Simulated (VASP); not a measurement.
```yaml
crystal:
  lattice:
    - [-1.54816, 1.54816, 1.54816]
    - [1.54816, -1.54816, 1.54816]
    - [1.54816, 1.54816, -1.54816]
  atoms:
    - { symbol: Mo, position: [0.00000, 0.00000, 0.00000] }
```

All values below come from AM05 GGA, VASP's PBE PAW potentials (set 64) (plane waves; VASP). Settings: 520 eV cut-off, 16×16×16 Γ-centred mesh, first-order Methfessel-Paxton smearing of 0.10 eV, potentials Mo_sv.

### Question
Give the stress tensor in GPa (positive for a compressed cell).

### Answer

```
8.56  0.00  0.00
0.00  8.56  0.00
0.00  0.00  8.56
```
The pressure is its mean diagonal, 8.56 GPa.

The compound is Mo in the bcc structure. This cell is one point of a volume scan, at 0.97 of the reference volume.
